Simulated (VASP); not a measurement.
# Which face does Re expose?, part 5 of 5

How do surface energy, work function and relaxation of Re depend on the face?

VASP 6.6.1; PBEsol; plane waves and PAW (Re).

So far. Step 5 (Vacuum level and density of states, 8 atoms, face …): The vacuum level lies 5.03 eV above the Fermi level at the upper face; both faces agree, as the slab has next to no dipole. Step 6 (Relaxing the slab, 12 atoms, face Re(10-10)): The run ended after 11 ionic steps, 0.188 eV below its first step, once the forces on the free atoms met EDIFFG = -0.03.

### 7. Potential and states of the slab, 12 atoms, face Re(10-10)

INCAR reads:

```
SYSTEM = Re
PREC = Normal
ENCUT = 320
EDIFF = 1E-06
NELM = 120
ISMEAR = 1
SIGMA = 0.15
LREAL = .FALSE.
ALGO = Fast
GGA = PS
NBANDS = 54
LASPH = .TRUE.
LORBIT = 11
LWAVE = .FALSE.
LCHARG = .TRUE.
KPAR = 4
IDIPOL = 3
LDIPOL = .TRUE.
DIPOL = 0.5 0.5 0.5
LVHAR = .TRUE.
LVACPOTAV = .TRUE.
NEDOS = 1500
```

POSCAR reads:

```
Re
1.0
    2.7508847553      0.0000000000      0.0000000000
    0.0000000000      4.4429597591      0.0000000000
    0.0000000000      0.0000000000     27.7057924319
Re
12
Direct
    0.0000000000      0.0000000000      0.2750829069
    0.5000000000      0.0000000000      0.3565069613
    0.5000000000      0.5000000000      0.2987462830
    0.0000000000      0.0000000000      0.4427645268
    0.0000000000      0.5000000000      0.3844292105
    0.5000000000      0.0000000000      0.5290459741
    0.5000000000      0.5000000000      0.4709540259
    0.0000000000      0.0000000000      0.6155707895
    0.0000000000      0.5000000000      0.5572354732
    0.5000000000      0.0000000000      0.7012537170
    0.5000000000      0.5000000000      0.6434930387
    0.0000000000      0.5000000000      0.7249170931
```

KPOINTS reads:

```
Automatic mesh
0
Gamma
11 7 1
0 0 0
```

Potentials, in the order of the species: Re (PBE family, release 64).

On the command line:

```bash
mpirun -np 4 vasp_std
```

The log of the run:

```text
[... set-up lines as in an earlier step ...]
 entering main loop
       N       E                     dE             d eps       ncg     rms          rms(c)
DAV:   1     0.924611304299E+03    0.92461E+03   -0.22692E+04  4104   0.136E+03
DAV:   2     0.360722283760E+02   -0.88854E+03   -0.80795E+03  4304   0.155E+03
DAV:   3    -0.134595557343E+03   -0.17067E+03   -0.16068E+03  5082   0.576E+02
DAV:   4    -0.158520201188E+03   -0.23925E+02   -0.21729E+02  4440   0.229E+02
DAV:   5    -0.164397138296E+03   -0.58769E+01   -0.55032E+01  5076   0.601E+01    0.107E+02
RMM:   6    -0.165882447133E+03   -0.14853E+01   -0.15437E+01  3269   0.591E+01    0.451E+01
RMM:   7    -0.345068918383E+03   -0.17919E+03   -0.39763E+02  5180   0.251E+02    0.128E+02
RMM:   8    -0.320519289365E+03    0.24550E+02   -0.24817E+02  5178   0.932E+01    0.570E+01
RMM:   9    -0.158171349688E+03    0.16235E+03   -0.61984E+01  4309   0.110E+02    0.145E+01
RMM:  10    -0.153136256503E+03    0.50351E+01   -0.38690E+01  3863   0.386E+01    0.129E+01
RMM:  11    -0.154526638650E+03   -0.13904E+01   -0.98113E+00  4132   0.227E+01    0.544E+00
RMM:  12    -0.154870364420E+03   -0.34373E+00   -0.79913E+00  5009   0.885E+00    0.486E+00
RMM:  13    -0.155269217527E+03   -0.39885E+00   -0.17325E+00  4926   0.537E+00    0.505E+00
RMM:  14    -0.155316154716E+03   -0.46937E-01   -0.14268E+00  5150   0.311E+00    0.472E+00
RMM:  15    -0.155224682657E+03    0.91472E-01   -0.83151E-01  4982   0.281E+00    0.380E+00
RMM:  16    -0.155205161155E+03    0.19522E-01   -0.86121E-01  4750   0.321E+00    0.278E+00
RMM:  17    -0.155236797702E+03   -0.31637E-01   -0.48183E-01  5134   0.169E+00    0.227E+00
RMM:  18    -0.155263977421E+03   -0.27180E-01   -0.38264E-01  5073   0.151E+00    0.163E+00
RMM:  19    -0.155283625046E+03   -0.19648E-01   -0.18614E-01  5182   0.959E-01    0.169E+00
RMM:  20    -0.155295348924E+03   -0.11724E-01   -0.13741E-01  4720   0.945E-01    0.153E+00
RMM:  21    -0.155303616840E+03   -0.82679E-02   -0.63331E-02  4354   0.986E-01    0.137E+00
RMM:  22    -0.155308414394E+03   -0.47976E-02   -0.66867E-02  4644   0.686E-01    0.851E-01
RMM:  23    -0.155310545359E+03   -0.21310E-02   -0.41764E-02  4659   0.539E-01    0.535E-01
RMM:  24    -0.155314167844E+03   -0.36225E-02   -0.36182E-02  5058   0.297E-01    0.451E-01
RMM:  25    -0.155316178802E+03   -0.20110E-02   -0.19767E-02  5076   0.229E-01    0.425E-01
RMM:  26    -0.155318167182E+03   -0.19884E-02   -0.14264E-02  4114   0.354E-01    0.392E-01
RMM:  27    -0.155318900000E+03   -0.73282E-03   -0.11284E-02  4237   0.257E-01    0.135E-01
RMM:  28    -0.155319796197E+03   -0.89620E-03   -0.92747E-03  4638   0.164E-01    0.560E-02
RMM:  29    -0.155320423789E+03   -0.62759E-03   -0.63266E-03  4449   0.134E-01    0.389E-02
RMM:  30    -0.155320951318E+03   -0.52753E-03   -0.49612E-03  4675   0.107E-01    0.445E-02
[...]
RMM:  44    -0.155322423626E+03   -0.12206E-04   -0.12065E-04  2709   0.543E-02    0.462E-03
RMM:  45    -0.155322432369E+03   -0.87432E-05   -0.85941E-05  2612   0.563E-02    0.117E-02
RMM:  46    -0.155322440098E+03   -0.77295E-05   -0.76437E-05  2596   0.549E-02    0.462E-03
RMM:  47    -0.155322445492E+03   -0.53940E-05   -0.53984E-05  2498   0.523E-02    0.904E-03
RMM:  48    -0.155322450368E+03   -0.48757E-05   -0.47607E-05  2451   0.540E-02    0.483E-03
RMM:  49    -0.155322453865E+03   -0.34968E-05   -0.34912E-05  2433   0.538E-02    0.725E-03
RMM:  50    -0.155322456924E+03   -0.30590E-05   -0.30708E-05  2402   0.514E-02    0.569E-03
RMM:  51    -0.155322458502E+03   -0.15779E-05   -0.22622E-05  2403   0.511E-02    0.670E-03
RMM:  52    -0.155322460516E+03   -0.20145E-05   -0.20057E-05  2332   0.474E-02    0.380E-03
RMM:  53    -0.155322461967E+03   -0.14508E-05   -0.14466E-05  2308   0.470E-02    0.730E-03
RMM:  54    -0.155322463292E+03   -0.13244E-05   -0.13243E-05  2317   0.459E-02    0.362E-03
RMM:  55    -0.155322464242E+03   -0.95085E-06   -0.95808E-06  2285   0.440E-02
 [... a notice as in an earlier step ...]

   1 F= -.15532246E+03 E0= -.15532109E+03  d E =-.412424E-02
```

Wall time 91 s (4 MPI ranks of Intel Xeon 6975P-C (Granite Rapids), shared host); peak memory 1.1 GiB; 6 min of CPU time.

OUTCAR, selected parts (step 7):

```text
   NELECT =      84.0000    total number of electrons

 dipolmoment           0.000000      0.000000     -0.000000 electrons x Angstroem

 E-fermi :   1.8383

 k-point     1 :       0.0000    0.0000    0.0000
  band No.  band energies     occupation
    ...
     42       1.3724      2.00010
     43       1.4283      2.00077
     44       1.4946      2.00559
     45       1.7699      1.69006
     46       1.7885      1.52878
     47       2.0384     -0.06776
     48       2.0482     -0.06360
     49       2.1449     -0.01382
     50       2.2253     -0.00161
     51       2.5816     -0.00000
    ...

  Total       -6.9745243    -11.9315797     -2.2542182      0.0000000      0.0000000      0.0000000
  in kB      -32.9996870    -56.4537996    -10.6657446      0.0000000      0.0000000      0.0000000
  external PRESSURE =     -33.3730771 kB  Pullay stress =       0.0000000 kB

 POSITION                                       TOTAL-FORCE (eV/Angst)
 -----------------------------------------------------------------------------------
      0.00000      0.00000      7.62139         0.000000      0.000000      0.017144
      1.37544      0.00000      9.87731         0.000000      0.000000      0.012229
      1.37544      2.22148      8.27700         0.000000      0.000000      0.039429
      0.00000      0.00000     12.26714         0.000000      0.000000      0.007369
      0.00000      2.22148     10.65092         0.000000      0.000000      0.016184
      1.37544      0.00000     14.65764         0.000000      0.000000     -0.009601
      1.37544      2.22148     13.04815         0.000000      0.000000      0.009601
      0.00000      0.00000     17.05488         0.000000      0.000000     -0.016184
      0.00000      2.22148     15.43865         0.000000      0.000000     -0.007369
      1.37544      0.00000     19.42879         0.000000      0.000000     -0.039429
      1.37544      2.22148     17.82848         0.000000      0.000000     -0.012229
      0.00000      2.22148     20.08440         0.000000      0.000000     -0.017144
 -----------------------------------------------------------------------------------
    total drift:                               -0.000000      0.000000     -0.000000

  FREE ENERGIE OF THE ION-ELECTRON SYSTEM (eV)
  ---------------------------------------------------
  free  energy   TOTEN  =      -155.3224642425 eV

  energy  without entropy=     -155.3183400055  energy(sigma->0) =     -155.32108950

 vacuum level on the upper side and lower side of the slab         6.576         6.576

[... 8 parts as in an earlier step ...]

[... 9 further parts left out ...]
```

Numbers from this step:

```yaml
electronic_cycles: 55
fermi_energy: 1.838 eV
vacuum_levels: 6.576, 6.576 eV
work_functions_of_the_upper_and_lower_face: 4.738, 4.738 eV
```

The planar average of the electrostatic potential oscillates, so the rows of the table below give means over windows of 2.36 Å about each position, cut where the curve ends. Its maxima inside the range that stand out by 2 % of the span (Å: eV): 9.1: -4.89, 11.4: -4.42, 13.9: -4.43, 16.3: -4.42, 18.6: -4.89. Its minima: 7.9: -12.0, 10.2: -11.5, 12.6: -11.3, 15.1: -11.3, 17.5: -11.5, 19.8: -12.0.

Zero at the Fermi level. Table of planar average of the electrostatic potential by height; means over each step:

height (Å), planar average of the electrostatic potential (eV) and a bar from the least value:
```
     1.18        4.7 ##############################
     3.54        4.7 ##############################
     5.90        3.0 ##########################
     8.26       -8.1 
    10.62       -7.9 
    12.98       -7.8 #
    15.34       -7.8 #
    17.70       -8.1 
    20.06       -6.9 ###
    22.42        4.3 #############################
    24.78        4.7 ##############################
    27.14        4.7 ##############################
```

Density of states in the PAW spheres, an atom over height of the layer and energy from the Fermi level.

Ten even steps from '0' (0.06 states/eV) to '9' (1.43 states/eV), each cell a mean:
```
544444444445
855444444558
755567765557
875788887578
986898898689
987878878789
887878878788
678666666876
444333333444
775666666577
776666666677
346555555643
346566665643
344433334443
556555555655
456555555654
236544445632
235443344532
112222222211
000000000000
000000000000
000000000000
```
Columns: height of the layer (Å) from 7.6 to 20.1 (not evenly spaced); rows upwards: energy from the Fermi level (eV) from -7.9 to 0.5.

Valence density in the ca plane at fractional y = 0.000, with atoms of Re within 0.2 Å of it. It is the smooth field of the valence electrons, not physical close to the nuclei.

Ten even steps from '0' (0.0 e/Å³) to '9' (1.3 e/Å³), each cell a mean:
```
33333235787532333323578753233331100000000000
44554334665433455433456643345542100000000000
56775333443334677643344433457763100000000000
57986422332234799743233223458974100000000000
57876423333234688643233323468874100000000000
45664334555333566533355543356653100000000000
33443235776533344333567753334432100000000000
33332236897532233223579863223321100000000000
```
Columns run along c (16.0 Å, from fractional 0.33 to 0.91 of the cell), rows up along a (2.8 Å). Atoms in or near the plane, at fractional coordinates: Re at (0.36, 0.50), Re at (0.44, 0.00), Re at (0.53, 0.50), Re at (0.62, 0.00), Re at (0.70, 0.50).

The map of layer states is cut here 0.5 eV above the Fermi level, so it leaves out the states above that.

The vacuum level lies 4.74 eV above the Fermi level at the upper face; both faces agree, as the slab has next to no dipole.

The program found no field-free point at its default tolerance, but its printed level agrees with the flat part of the planar average.

On this mesh the fine structure of the density of states is sampling noise, and high empty states may be cut by the number of bands.

### 8. The faces side by side

This step: surfaces of a metal, PBEsol; plane waves and PAW (VASP 6.6.1).

This step runs nothing: it gathers the runs above.

Symmetric slabs, all atoms free. All faces:

```tsv
face	layers	area a surface atom (Å²)	work function (eV)	surface energy as cut (J/m²)	surface energy relaxed (J/m²)	change of the top spacing (%)
Re(0001)	8	6.554	5.026	3.227	2.97	-6.26
Re(10-10)	12	12.22	4.738	3.402	3.279	-17.44
```

Each surface energy is the slab's energy less its number of atoms times the bulk energy of -13.3603 eV, over twice the cell's area.

### 9. Outcome

```
Re(0001)  : 2.97 J/m², 5.03 eV
Re(10-10) : 3.28 J/m², 4.74 eV
```

**Reading.** The cheapest face is Re(0001) at 2.97 J/m², against 3.28 for Re(10-10). The work functions are 5.03 eV for Re(0001) and 4.74 eV for Re(10-10). The densest face has the highest work function, as the smoothing of the electron density over an open face lowers the surface dipole. The densest face is also the cheapest, since it cuts the fewest bonds an area. The top spacing changes by -6.3 % on Re(0001) and -17.4 % on Re(10-10). Of the two ends of the prism face, the one with the short outer spacing was run. One thickness was run for each face, and bulk and slab meshes don't match, which leaves some hundredths of a J/m². The cells are 1 × 1 and can't reconstruct. Spin-orbit coupling is left out, which matters for a heavy metal.

[Lines on the potential files, build, host, timing and source positions are cut from VASP's logs without a mark.]

[Logs are printed without paths, hosts, clocks, repeated set-up lines and the standing remarks that a program may print on its own settings, such as how far it seeks lower states.]

[Hosts, paths, dates, database ids (printed as entryN), source tags and the programs' standing remarks are cut or masked in the printed files.]

[Runs that stopped without an error message from VASP are left out.]
